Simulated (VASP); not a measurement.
NaCl (rock salt) relaxed at rising pressure, in one space group throughout; other phases were not tried. The pressures are those reached. Calculation: LDA (Ceperley-Alder, Perdew-Zunger), VASP's LDA PAW potentials (set 64) (plane waves; VASP).

| P (GPa) | V (Å³/atom) | k-mesh |
|---|---|---|
| 0.11 | 20.320 | 8×8×8 |
| 5.06 | 18.122 | 9×9×9 |
| 10.13 | 16.750 | 9×9×9 |
| 19.94 | 15.077 | 9×9×9 |
| 29.85 | 13.977 | 9×9×9 |

A change of mesh leaves a small step in the series.

Problem. Fit an equation of state and predict the volume at 44.96 GPa.

Solution. Least squares on the third-order Birch-Murnaghan form, P = (3B0/2)(y⁷ − y⁵)[1 + (3/4)(B′ − 4)(y² − 1)] with y = (V0/V)^(1/3), gives V0 = 20.390 Å³/atom, B0 = 33 GPa and B′ = 4.6, and so 12.827 Å³/atom. The run gave 12.817 Å³/atom, -0.1 % from the fit.

Pressures at which the relaxation failed are left out.

The compound is NaCl in the rock salt structure.
